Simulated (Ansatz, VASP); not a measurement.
**Cross-check of Cu (Cu(110) monolayer) between VASP and Ansatz**

Aim: how closely do two programs agree when they are given the same cell, functional and k mesh? The cell is taken from a series of runs on this material, whose earlier steps may have relaxed, scaled, displaced or heated it; both programs get it as it stands.

Main program and level: Ansatz 0.2.0; plane waves, with VASP 6.6.1 beside it; PBE.

## 1. Starting point

The cell holds 1 atom: 1 Cu. Cell: a = 3.610 Å, b = 2.553 Å, c = 18.000 Å, α = 90.0°, β = 90.0°, γ = 90.0°. Vacuum lies along c.

## 2. Ansatz: single point, PBE, pair 1

Ansatz runs on its default PAW (the set named soft_2) files.

With cell and atoms fixed, the geometry can't cause a difference; cores, projectors, grids and the points listed under the comparison can.

Contents of input.yaml:

```yaml
crystal:
  lattice:
    - [3.61, 0.0, 0.0]
    - [0.0, 2.5526554801, 0.0]
    - [0.0, 0.0, 18.0]
  atoms:
    - { symbol: Cu, position: [0.5, 0.5, 0.5] }
kpoints:
  mp_grid: { grid: [11, 16, 1] }
hamiltonian:
  xc: pbe
scf:
  occupations: { method: fermi_dirac, width: 0.1 }
  convergence: { dr2_threshold: 1.0e-09 }
efield:
  axis: 3
  dipole_correction: true
  ramp_position: 0.97
  ramp_width: 0.06
output:
  write_potential: true
  write_density: true
  volumetric_format: npy
  elf: true
```

The run is started by

```bash
$ ansatz run input.yaml --threads 2 --pin off --max-ram 3072MiB --backend cpu --events-out ev --progress --plain --runs-dir out
```

Numbers of over 12 decimals in the logs are rounded to 6 here.

The log of the run:

```text
Engine: ansatz 0.2.0, aarch64-unknown-linux-gnu
Pseudopotentials: kind: paw
Pseudopotential: Cu, paw, valence charge 19, recommended cutoff 420 eV (normal), Cu.paw.azcp
Functional definition: PBE
  parameter kappa = 0.804
  parameter beta = 0.066725
  exchange = pbe_x(kappa = kappa, mu = beta*pi^2/3)
  correlation = pbe_c(beta = beta)
Crystal: 1 atoms, lattice volume = 165.872 Å³
Basis set: ecut = 420 eV, 3265 PW (Γ)
Bands: 14, of which v1, the nominal top of the filled ones, is band 10 counted from 1 (9 counted from 0)
Symmetry: 4 space group operations
k-points: 54 of 176
Non-local potential: Cu, projectors of the file, l = 0: 3, l = 1: 2, l = 2: 3, l = 3: 1
PAW form: soft (Blöchl's): semilocal exchange-correlation on the pseudo side does not see the compensation charge
PAW one-centre angular grid: Cu, 590 points (default); XC on 64 Gauss nodes
Initial density: superposition of atomic densities (neutral atoms: chi_scale 0, normalization atom), corrected by the library's trained network
Initial wavefunctions: pseudopotential atomic-orbital guess
Functional: x = pbe(κ = 0.804, μ = 0.219515), c = pbe(β = 0.066725)
SCF iter   1: F=—  HF=-6623.256393 eV  |F-HF|=—  |Δ(HF+E_count)|=         —  Δρ=8.69e-4  dr2=2.00e-3  ethr=1.77e-3  p=-0.000 e·Å  D=-3.07e-15 V/Å  ΔV_dip=0.00 eV  dr2_dipole=4.80e-14  V_vac-E_F(+/−)=5.22/5.22 eV  ⟨swp⟩=5.8  Hψ=4377  notcnv=0
efield: sawtooth ramp at fractional position 0.9700 (set: `efield.ramp_position`, or a place that a band, a saddle search or an elastic batch's reference lends), width 0.0600; the density the first Hamiltonian is built on has a dipole p = -0.000 e·Å; the dipole correction subtracts the counter field D = -3.07e-15 V/Å, which shifts the + side's vacuum level by +0.00 eV against the − side's; the planar-averaged density in the ramp window peaks in size at 5.8e-6 e/Å³
preconditioner: auto → LDOS  [metal: Δε(μ)=0.127 eV  Ē_g=6.961 eV  σ=0.100 eV  W_gap=0.28  n_scr=20 (ndim 8)  ℏωp=9.6 eV  f_vac=0.783  D(μ)=0.68/eV (n_scr^D=4)  β→1.0]
SCF iter   2: F=—  HF=-6623.256176 eV  |F-HF|=—  |Δ(HF+E_count)|=   2.17e-4  Δρ=1.45e-3  dr2=1.95e-3  ethr=1.05e-5  p=0.000 e·Å  D=8.76e-8 V/Å  ΔV_dip=-0.00 eV  dr2_dipole=1.82e-13  V_vac-E_F(+/−)=5.07/5.07 eV  ⟨swp⟩=2.0  Hψ=1697  notcnv=0  defer=4
SCF iter   3: F=—  HF=-6623.256438 eV  |F-HF|=—  |Δ(HF+E_count)|=   2.62e-4  Δρ=1.62e-3  dr2=2.51e-3  ethr=1.02e-5  p=-0.000 e·Å  D=-3.79e-8 V/Å  ΔV_dip=0.00 eV  dr2_dipole=4.44e-16  V_vac-E_F(+/−)=5.11/5.11 eV  ⟨swp⟩=2.4  Hψ=1356  notcnv=0  defer=5
SCF iter   4: F=—  HF=-6623.255971 eV  |F-HF|=—  |Δ(HF+E_count)|=   4.68e-4  Δρ=2.67e-4  dr2=7.33e-5  ethr=1.02e-5  p=-0.000 e·Å  D=-5.25e-8 V/Å  ΔV_dip=0.00 eV  dr2_dipole=1.14e-14  V_vac-E_F(+/−)=5.09/5.09 eV  ⟨swp⟩=2.1  Hψ=1127  notcnv=0  defer=5
SCF iter   5: F=—  HF=-6623.255965 eV  |F-HF|=—  |Δ(HF+E_count)|=   5.93e-6  Δρ=3.15e-5  dr2=9.16e-7  ethr=3.86e-7  p=0.000 e·Å  D=3.55e-8 V/Å  ΔV_dip=-0.00 eV  dr2_dipole=2.10e-14  V_vac-E_F(+/−)=5.08/5.08 eV  ⟨swp⟩=2.1  Hψ=1016  notcnv=0  defer=5
SCF iter   6: F=—  HF=-6623.255961 eV  |F-HF|=—  |Δ(HF+E_count)|=   3.57e-6  Δρ=2.34e-6  dr2=7.63e-9  ethr=4.82e-9  p=-0.000 e·Å  D=-6.26e-8 V/Å  ΔV_dip=0.00 eV  dr2_dipole=4.79e-14  V_vac-E_F(+/−)=5.08/5.08 eV  ⟨swp⟩=2.0  Hψ=1046  notcnv=0  defer=5
SCF iter   7: F=-6623.255961 eV  HF=-6623.255961 eV  |F-HF|=3.36e-9  |Δ(HF+E_count)|=   2.39e-8  Δρ=3.81e-7  dr2=2.26e-10  ethr=5.26e-12  p=0.000 e·Å  D=3.81e-8 V/Å  ΔV_dip=-0.00 eV  dr2_dipole=2.30e-14  V_vac-E_F(+/−)=5.08/5.08 eV  ⟨swp⟩=5.3  Hψ=2555  notcnv=0
SCF 1 converged in 7 iterations: F = -6623.255961 eV  dr2 = 2.26e-10
  greatest PAW one-centre occupation: 1.000 electrons in one spin orbital (limit 2), on the Cu atom at site 0 (counted from 0), in its partial waves of l = 0
WARN: The output density's exchange-correlation potential varies sharply where the density is thin. Do not read a vacuum level from v_tot or v_xc, or from such a field of the output density. On a cell that repeats whose density bears no net charge and no dipole along the vacuum's axis use v_es (v_loc + v_h of the components); under efield.dipole_correction with no amplitude use v_es + v_field, which holds any externa [...]
SCF converged after 7 iterations
Free energy (F): -6623.255961 eV
Harris-Foulkes:  -6623.255961 eV  (|F-HF|=3.36e-9)
Internal energy: -6623.228756 eV  (E = F + TS)
E sigma→0 (E₀):  -6623.242359 eV
Entropy (-TS):   -0.027205 eV (-27.205 meV/atom)
Fermi energy:    -3.513960 eV
Dipole field:    D = -0.000000 V/Å  (p = -0.000000 e·Å, saw-weighted, corrected)
Work function:   Φ+ = 5.0838 eV   Φ− = 5.0838 eV
Levels:          The Fermi level and band energies are counted from a zero that moves with the ramp; work functions are not
--- Per-component energies (eV) ---
  E_band       = -707.677675
  E_kinetic    = 298.765134
  E_local      = -14392.128440  (includes V_loc(G=0)·N_el)
  E_nonlocal   = 402.982543
  E_hartree    = 6783.318851
  E_xc         = -85.116012
  E_vxc        = -109.408201  (∫ρ·V_xc dr)
  E_paw        = -1675.077483  (= ΣΔE_a)
  E_vpaw       = -474.526158  (= ΣTr[D̂ρ^β])
  E_aug_tail   = 0.000284  (compensation charges beyond the density's cutoff)
  E_efield     = 0.000000  (sawtooth field / dipole correction)
  E_vefield    = 0.000000  (∫n·V_field dr)
  E_ewald      = 2044.026365
  E_smearing   = -0.027205  (= −TS)
  E_closure    = 0.000000  (closes the sum)
  Σ components = -6623.255961   (vs F -6623.255961, Δ=0.00e0)
--- Band table (eV; the first three rows and the last of 54) ---
  k-point 0: bands = [... 6 lower, -4.4316, -4.3166, -3.9607, -3.9205, -1.2527, 1.2601, 1.9585, 2.1000]
  k-point 1: bands = [... 6 lower, -4.4194, -4.3104, -4.0004, -3.9774, -1.1316, 1.3485, 2.0513, 2.1885]
  k-point 2: bands = [... 6 lower, -4.3833, -4.2928, -4.1244, -4.1103, -0.7876, 1.6140, 2.3290, 2.4543]
  k-point 53: bands = [... 6 lower, -4.2460, -4.1403, -3.8713, 0.6626, 2.4828, 3.5917, 5.9431, 5.9517]
```

The column dr2 measures how far the density is from self-consistency, as an energy; F and HF (Harris–Foulkes) agree once it is small.

## 3. VASP: single point, PBE, pair 1

The same cell, functional, mesh and smearing now go to VASP, with its own data sets.

Lines of VASP's logs that name or quote its potential files are left out, and so is its time.

Contents of INCAR:

```
SYSTEM = Cu
PREC = Accurate
ENCUT = 520
EDIFF = 1E-06
NELM = 120
ISMEAR = -1
SIGMA = 0.1
LREAL = .FALSE.
ALGO = Normal
GGA = PE
NBANDS = 11
LASPH = .TRUE.
LORBIT = 11
LWAVE = .FALSE.
LCHARG = .FALSE.
ISIF = 2
LDIPOL = .TRUE.
IDIPOL = 3
DIPOL = 0.5 0.5 0.5
LVHAR = .TRUE.
GGA_COMPAT = .FALSE.
NELMDL = -8
KPAR = 2
```

Contents of POSCAR:

```
Cu
1.0
    3.6100000000      0.0000000000      0.0000000000
    0.0000000000      2.5526554801      0.0000000000
    0.0000000000      0.0000000000     18.0000000000
Cu
1
Direct
    0.5000000000      0.5000000000      0.5000000000
```

Contents of KPOINTS:

```
Automatic mesh
0
Gamma
11 16 1
0 0 0
```

The projector-augmented-wave data sets are Cu (PBE family, release 64).

The run is started by

```bash
$ mpirun -np 2 vasp_std
```

The log of the run:

```text
[banner, memory and clock lines left out]
running    2 mpi-ranks, on    1 nodes
 distrk:  each k-point on    1 cores,    2 groups
 distr:  one band on    1 cores,    1 groups

 POSCAR found type information on POSCAR Cu
 POSCAR found :  1 types and       1 ions
 LDA part: xc-table for (Slater+PW92), standard interpolation
 POSCAR, INCAR and KPOINTS ok, starting setup
 FFT: planning ... GRIDC
 FFT: planning ... GRID_SOFT
 FFT: planning ... GRID
 WAVECAR not read
 entering main loop
       N       E                     dE             d eps       ncg     rms          rms(c)
DAV:   1     0.617910882331E+02    0.61791E+02   -0.33153E+03  1188   0.695E+02
DAV:   2    -0.720910490282E+00   -0.62512E+02   -0.53717E+02  1225   0.163E+02
DAV:   3    -0.199986025707E+01   -0.12789E+01   -0.12701E+01  1573   0.291E+01
DAV:   4    -0.201451022325E+01   -0.14650E-01   -0.14641E-01  1363   0.407E+00
DAV:   5    -0.201485105288E+01   -0.34083E-03   -0.34078E-03  1438   0.573E-01
DAV:   6    -0.201486381778E+01   -0.12765E-04   -0.12765E-04  1451   0.112E-01
DAV:   7    -0.201486442568E+01   -0.60790E-06   -0.60790E-06  1404   0.206E-02
DAV:   8    -0.201486445286E+01   -0.27186E-07   -0.27169E-07   985   0.461E-03    0.398E+00
DAV:   9    -0.210721991663E+01   -0.92355E-01   -0.59312E+00  1389   0.438E+01    0.346E+00
DAV:  10    -0.184689841542E+01    0.26032E+00   -0.12861E+00  1287   0.215E+01    0.505E-01
DAV:  11    -0.184948675970E+01   -0.25883E-02   -0.13677E-01  1429   0.624E+00    0.689E-01
DAV:  12    -0.184339255815E+01    0.60942E-02   -0.52503E-02  1314   0.403E+00    0.834E-02
DAV:  13    -0.184321840130E+01    0.17416E-03   -0.12461E-03  1387   0.567E-01    0.197E-02
DAV:  14    -0.184315744691E+01    0.60954E-04   -0.94742E-05  1289   0.178E-01    0.782E-03
DAV:  15    -0.184319836822E+01   -0.40921E-04   -0.26674E-05  1248   0.355E-02    0.536E-03
DAV:  16    -0.184329979567E+01   -0.10143E-03   -0.11461E-05  1203   0.265E-02    0.274E-03
DAV:  17    -0.184334548335E+01   -0.45688E-04   -0.37138E-06  1230   0.212E-02    0.221E-03
DAV:  18    -0.184336120868E+01   -0.15725E-04   -0.14830E-06  1227   0.939E-03    0.859E-04
DAV:  19    -0.184336748707E+01   -0.62784E-05   -0.10327E-06  1263   0.845E-03    0.899E-04
DAV:  20    -0.184337475821E+01   -0.72711E-05   -0.56533E-07  1287   0.704E-03    0.395E-04
DAV:  21    -0.184337623563E+01   -0.14774E-05   -0.34720E-08  1326   0.138E-03    0.245E-04
DAV:  22    -0.184337817440E+01   -0.19388E-05   -0.10648E-07  1208   0.183E-03    0.760E-05
DAV:  23    -0.184337831059E+01   -0.13619E-06   -0.28489E-09  1282   0.691E-04
   1 F= -.18433783E+01 E0= -.18302910E+01  d E =-.261747E-01
```

From OUTCAR (step 3):

```text
ion  position               nearest neighbor table
   1  0.500  0.500  0.500-

  LATTYP: Found a simple orthorhombic cell.
 ALAT       =     2.5526554801
 B/A-ratio  =     1.4142135624
 C/A-ratio  =     7.0514803664

 Subroutine GETGRP returns: Found  8 space group operations
 (whereof  8 operations were pure point group operations)

The static configuration has the point symmetry D_2h.

 Found     54 irreducible k-points:

   k-points           NKPTS =     54   k-points in BZ     NKDIM =     54   number of bands    NBANDS=     11

   dimension x,y,z NGX =    28 NGY =   20 NGZ =  140
   dimension x,y,z NGXF=    56 NGYF=   40 NGZF=  280

   ENCUT  =  520.0 eV  38.22 Ry    6.18 a.u.   6.71  4.75 33.47*2*pi/ulx,y,z

   NELECT =      11.0000    total number of electrons

 k-points in reciprocal lattice and weights: Automatic mesh
   0.00000000  0.00000000  0.00000000       0.006
   0.09090909  0.00000000  0.00000000       0.011
   0.18181818  0.00000000  0.00000000       0.011
   0.27272727  0.00000000  0.00000000       0.011
   0.36363636  0.00000000  0.00000000       0.011
   0.45454545  0.00000000  0.00000000       0.011
   0.00000000  0.06250000  0.00000000       0.011
   0.09090909  0.06250000  0.00000000       0.023
   0.18181818  0.06250000  0.00000000       0.023
[...]
0.36363636  0.50000000  0.00000000       0.011
   0.45454545  0.50000000  0.00000000       0.011

 dipolmoment           0.000000      0.000000      0.000000 electrons x Angstroem

 average (electrostatic) potential at core
       1 -73.6718

 E-fermi :  -4.1574

 k-point     1 :       0.0000    0.0000    0.0000
  band No.  band energies     occupation
    ...
      2      -5.6897      2.00000
      3      -5.0860      1.99981
      4      -4.9728      1.99942
      5      -4.6193      1.98046
      6      -4.5791      1.97092
      7      -1.8964      0.00000
      8       0.6233      0.00000
      9       1.3307      0.00000
     10       1.4631      0.00000
     11       3.2621      0.00000

 k-point     2 :       0.0909    0.0000    0.0000
  band No.  band energies     occupation
    ...
      2      -5.6519      2.00000
      3      -5.0806      1.99980
      4      -4.9906      1.99952
      5      -4.6220      1.98097
      6      -4.5788      1.97085
      7      -1.7953      0.00000
      8       0.7164      0.00000
      9       1.4247      0.00000
     10       1.5561      0.00000
     11       3.1260      0.00000

 k-point     3 :       0.1818    0.0000    0.0000
  band No.  band energies     occupation
    ...
      2      -5.5216      2.00000
      3      -5.0662      1.99977
      4      -5.0355      1.99969
      5      -4.6291      1.98226
      6      -4.5781      1.97064
      7      -1.5022      0.00000
      8       0.9886      0.00000
      9       1.5333      0.00000
     10       1.7047      0.00000
     11       1.8550      0.00000

  Total       -1.4217360     -1.7455795     -0.0053571      0.0000000      0.0000000      0.0000000
  in kB      -13.7327540    -16.8608049     -0.0517455      0.0000000      0.0000000      0.0000000
  external PRESSURE =     -10.2151015 kB  Pullay stress =       0.0000000 kB

  energy-cutoff  :      520.00
  volume of cell :      165.87
      direct lattice vectors                 reciprocal lattice vectors
     3.610000000  0.000000000  0.000000000     0.277008310  0.000000000  0.000000000
     0.000000000  2.552655480  0.000000000     0.000000000  0.391748909  0.000000000
     0.000000000  0.000000000 18.000000000     0.000000000  0.000000000  0.055555556

 POSITION                                       TOTAL-FORCE (eV/Angst)
 -----------------------------------------------------------------------------------
      1.80500      1.27633      9.00000         0.000000      0.000000      0.000000
 -----------------------------------------------------------------------------------
    total drift:                                0.000000     -0.000000      0.000000

  FREE ENERGIE OF THE ION-ELECTRON SYSTEM (eV)
  ---------------------------------------------------
  free  energy   TOTEN  =        -1.8433783106 eV

  energy  without entropy=       -1.8172036307  energy(sigma->0) =       -1.83029097

 vacuum level on the upper side and lower side of the slab         0.917         0.917

 total charge
# of ion       s       p       d       tot
------------------------------------------
    1        0.403   0.063   9.301   9.767

[... 3 further parts left out ...]
```

## 4. Side by side

Known differences besides the potentials themselves: the data sets hold 19 valence electrons in Ansatz (on its default PAW (the set named soft_2) files) and 11 in VASP; the cutoff is 420 eV in Ansatz and 520 eV in VASP. Total energies have different zeros and are not compared.

The two programs side by side:

| quantity | Ansatz | VASP | difference |
| --- | --- | --- | --- |
| work function, lower of the two faces (eV) | 5.08 | 5.07 | +0.01 |
| work function, higher of the two faces (eV) | 5.08 | 5.07 | +0.01 |

Where the cell holds vacuum, a pressure given here is an average over it and none of the material.

## 5. Ansatz: single point, PBE, pair 2

A single point takes one fixed geometry, so differences don't come from the geometry; what else differs is listed under the comparison. This pair takes another cell of the material, with 2 atoms against 1 for the pair before.

The cell is taken from a series of runs on this material, whose earlier steps may have relaxed, scaled, displaced or heated it; both programs get it as it stands.

input.yaml, the sections that differ from step 2:

```yaml
crystal:
  lattice:
    - [3.61, 0.0, 0.0]
    - [0.0, 2.5526554801, 0.0]
    - [0.0, 0.0, 19.27632774]
  atoms:
    - { symbol: Cu, position: [0.5, 0.5, 0.4668939085] }
    - { symbol: Cu, position: [0.0, 0.0, 0.5331060915] }
output:
  write_potential: true
  write_density: true
  volumetric_format: npy
# kpoints, hamiltonian, scf, efield: as in step 2
```

The run is started by

```bash
$ ansatz run input.yaml --threads 2 --pin off --max-ram 3072MiB --backend cpu --events-out ev --progress --plain --runs-dir out
```

The log of the run:

```text
[...]
Crystal: 2 atoms, lattice volume = 177.633 Å³
Basis set: ecut = 420 eV, 3481 PW (Γ)
Bands: 23, of which v1, the nominal top of the filled ones, is band 19 counted from 1 (18 counted from 0)
Symmetry: 4 space group operations
k-points: 54 of 176
[...]
k-point 0: bands = [... 15 lower, -3.2154, -3.1809, -2.9333, -2.7028, -2.1591, 1.2978, 2.7746, 2.9168]
  k-point 1: bands = [... 15 lower, -3.2288, -3.1579, -2.9186, -2.7357, -2.0381, 1.3961, 2.8637, 3.0085]
  k-point 2: bands = [... 15 lower, -3.3331, -3.0502, -2.8972, -2.8151, -1.7192, 1.6859, 3.1306, 3.2829]
  k-point 53: bands = [... 15 lower, -3.2984, -2.7307, -2.7307, 0.7968, 0.7968, 3.9681, 3.9682, 6.4152]
[key lines of the parts left out:]
SCF converged after 9 iterations
Free energy (F): -13248.539171 eV
Fermi energy:    -1.556213 eV
Dipole field:    D = 0.000010 V/Å  (p = 0.000010 e·Å, saw-weighted, corrected)
Work function:   Φ+ = 4.4019 eV   Φ− = 4.4021 eV
```

## 6. VASP: single point, PBE, pair 2

The same cell, functional, mesh and smearing now go to VASP, with its own data sets.

Edit INCAR of step 3 so:

```diff
@@ -10,3 +10,3 @@
 GGA = PE
-NBANDS = 11
+NBANDS = 17
 LASPH = .TRUE.
```

Contents of POSCAR:

```
Cu
1.0
    3.6100000000      0.0000000000      0.0000000000
    0.0000000000      2.5526554801      0.0000000000
    0.0000000000      0.0000000000     19.2763277400
Cu
2
Direct
    0.5000000000      0.5000000000      0.4668939085
    0.0000000000      0.0000000000      0.5331060915
```

KPOINTS is that of step 3.

The run is started by

```bash
$ mpirun -np 2 vasp_std
```

The log of the run:

```text
[banner, memory and clock lines left out]
running    2 mpi-ranks, on    1 nodes
[...]
LDA part: xc-table for (Slater+PW92), standard interpolation
 POSCAR, INCAR and KPOINTS ok, starting setup
[...]
entering main loop
       N       E                     dE             d eps       ncg     rms          rms(c)
DAV:   1     0.145152055756E+03    0.14515E+03   -0.80643E+03  1836   0.111E+03
DAV:   2    -0.244878545282E+01   -0.14760E+03   -0.13670E+03  1844   0.251E+02
DAV:   3    -0.667888594204E+01   -0.42301E+01   -0.41697E+01  2401   0.663E+01
DAV:   4    -0.675126590532E+01   -0.72380E-01   -0.72273E-01  2174   0.934E+00
[...]
DAV:  22    -0.568647433027E+01   -0.41654E-05   -0.54046E-07  1517   0.127E-02    0.173E-04
DAV:  23    -0.568647654899E+01   -0.22187E-05   -0.15347E-07  1472   0.140E-03    0.365E-04
DAV:  24    -0.568647708431E+01   -0.53532E-06   -0.41302E-08  1548   0.242E-03
   1 F= -.56864771E+01 E0= -.56703800E+01  d E =-.321941E-01
```

OUTCAR, selected parts (step 6):

```text
  Total       -2.2340037     -1.9481692     -0.9936653      0.0000000      0.0000000      0.0000000
  in kB      -20.1498014    -17.5716902     -8.9624549      0.0000000      0.0000000      0.0000000
  external PRESSURE =     -15.5613155 kB  Pullay stress =       0.0000000 kB

 POSITION                                       TOTAL-FORCE (eV/Angst)
 -----------------------------------------------------------------------------------
      1.80500      1.27633      9.00000         0.000000      0.000000      0.768704
      0.00000      0.00000     10.27633         0.000000      0.000000     -0.768704
 -----------------------------------------------------------------------------------
    total drift:                                0.000000      0.000000      0.000000

  FREE ENERGIE OF THE ION-ELECTRON SYSTEM (eV)
  ---------------------------------------------------
  free  energy   TOTEN  =        -5.6864770843 eV

  energy  without entropy=       -5.6542829491  energy(sigma->0) =       -5.67038002

[... 3 further parts left out ...]
[key lines of the parts left out:]
E-fermi :  -2.7597
```

## 7. Differences

What differs besides the data sets and the points named for the pairs above, as far as they apply: the data sets hold 38 valence electrons in Ansatz (on its default PAW (the set named soft_2) files) and 22 in VASP. Total energies have different zeros and are not compared.

The two programs side by side:

| quantity | Ansatz | VASP | difference |
| --- | --- | --- | --- |
| work function, lower of the two faces (eV) | 4.40 | 4.38 | +0.02 |
| work function, higher of the two faces (eV) | 4.40 | 4.38 | +0.02 |

Where the cell holds vacuum, a pressure given here is an average over it and none of the material.

[end of part 1 of 2]

[Lines on the potential files, build, host, timing and source positions are cut from VASP's logs without a mark.]

[Logs are printed without paths, hosts, clocks, repeated set-up lines and the standing remarks that a program may print on its own settings, such as how far it seeks lower states.]

[Hosts, paths, dates, database ids (printed as entryN), source tags and the programs' standing remarks are cut or masked in the printed files.]
